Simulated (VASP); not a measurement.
Computed with LDA (Ceperley-Alder, Perdew-Zunger), VASP's LDA PAW potentials (set 64) (plane waves; VASP).

VASP ran on this input.

File KPOINTS:
```
Automatic mesh
0
Gamma
7 7 4
0 0 0
```

POSCAR:
```
CdPPd5
1.0
  3.8994170000   0.0000000000   0.0000000000
  0.0000000000   3.8994170000   0.0000000000
  0.0000000000   0.0000000000   6.9343120000
Cd P Pd
1 1 5
direct
  0.5000000000   0.5000000000   0.0000000000
  0.0000000000   0.0000000000   0.5000000000
  0.0000000000   0.0000000000   0.0000000000
  0.5000000000   0.0000000000   0.6992800000
  0.5000000000   0.0000000000   0.3007200000
  0.0000000000   0.5000000000   0.6992800000
  0.0000000000   0.5000000000   0.3007200000
```

### INCAR
```
! general
SYSTEM   =  CdPPd5
PREC     =  Accurate
ENCUT    =  300
LREAL    =  .FALSE.   ! projection in real space or not
LASPH    =  .TRUE.   ! aspherical one-centre terms

! electronic loop
EDIFF    =  1E-6
NELM     =  100   ! most electronic steps
ALGO     =  Normal   ! blocked Davidson
LMAXMIX  =  4

! smearing
ISMEAR   =  -1   ! Fermi-Dirac
SIGMA    =  0.1

! ions
ISIF     =  2

! output
LWAVE    =  .FALSE.
LCHARG   =  .FALSE.
```

POTCAR, in this order: Cd P Pd (LDA.64 set). Program: vasp_std.

Problem. What will the output report for the number of irreducible k-points (NKPTS), largest plane-wave count, number of space-group operations, FFT grid (NGX, NGY, NGZ)?

Solution. 
```json
{
 "number of irreducible k-points (NKPTS)": "30",
 "largest_plane_wave_count": "1275",
 "number_of_space_group_operations": "16",
 "FFT grid (NGX, NGY, NGZ)": "24 × 24 × 40"
}
```

The structure comes from a computed database's CdPPd5 entry; how it stands against other phases isn't given here. The cell was not relaxed at this level. The run is one of a series of settings (GGA removed, POTCAR Cd P Pd (LDA.64 set) against the base run), some of them coarse on purpose. The electron count is odd and the run is not spin-polarised, which forces a metal.
